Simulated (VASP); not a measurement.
An input for Ansatz (written as the equivalent of a VASP run, and not itself run):

Ansatz 0.2 input:
```yaml
crystal:
  lattice:
    - [3.8313200, 0.0000000, 0.0000000]
    - [-1.9156600, 3.3180200, 0.0000000]
    - [0.0000000, 0.0000000, 6.3326200]
  atoms:
    - { symbol: Si, position: [0.3296000, 0.6662830, 0.0691080] }
    - { symbol: Si, position: [0.6669250, 0.3287620, 0.9363040] }
    - { symbol: Si, position: [0.6571440, 0.3296870, 0.5605850] }
    - { symbol: Si, position: [0.3463310, 0.6752680, 0.4340030] }
kpoints:
  mp_grid: { grid: [7, 7, 4] }
hamiltonian:
  xc: lda
  pseudopotentials: { kind: paw }
scf:
  occupations: { method: fermi_dirac, width: 0.01 }
  max_iter: 100
relax:
  max_steps: 50
  f_tol: 0.01
  cell: {}
output: { forces: true, stress: true, eigenvalues: true }
```

Question: Write the VASP files for the same calculation (LDA).

Answer: One answer among several that fit: 
POSCAR:
```
Si
1
    3.8313200000     0.0000000000     0.0000000000
   -1.9156600000     3.3180200000     0.0000000000
    0.0000000000     0.0000000000     6.3326200000
Si
4
Direct
  0.3296000000   0.6662830000   0.0691080000
  0.6669250000   0.3287620000   0.9363040000
  0.6571440000   0.3296870000   0.5605850000
  0.3463310000   0.6752680000   0.4340030000
```

INCAR:
```
SYSTEM = Si
PREC = Accurate; ENCUT = 300; LREAL = .False.
LASPH = .True.
EDIFF = 1E-6; NELM = 100; ALGO = Normal
ISMEAR = -1; SIGMA = 0.01
IBRION = 2; NSW = 50; ISIF = 3
EDIFFG = -0.01
LWAVE = .False.; LCHARG = .False.
```

KPOINTS:
```
Regular mesh
0
gamma
 7 7 4
0 0 0
```

POTCAR, in this order: Si (LDA.64 set). Program: vasp_std.

The two are equivalent in intent, not identical: each code has its own PAW files, so the cut-off isn't converted (ENCUT is set for VASP's; basis.ecutwfc is left out, and Ansatz then takes the one that its files recommend); Ansatz stops its SCF on the density residual and VASP on the energy change (EDIFF); Ansatz's lda is the Perdew-Wang form, while the LDA potentials of VASP carry Perdew-Zunger's.

The structure comes from a computed database's Si entry; how it stands against other phases isn't given here. In the starting cell atoms are displaced from their ideal sites. This run relaxes it. The run is one of a series of settings (EDIFFG = -0.01, IBRION = 2, ISIF = 3, NSW = 50 against the base run), some of them coarse on purpose.
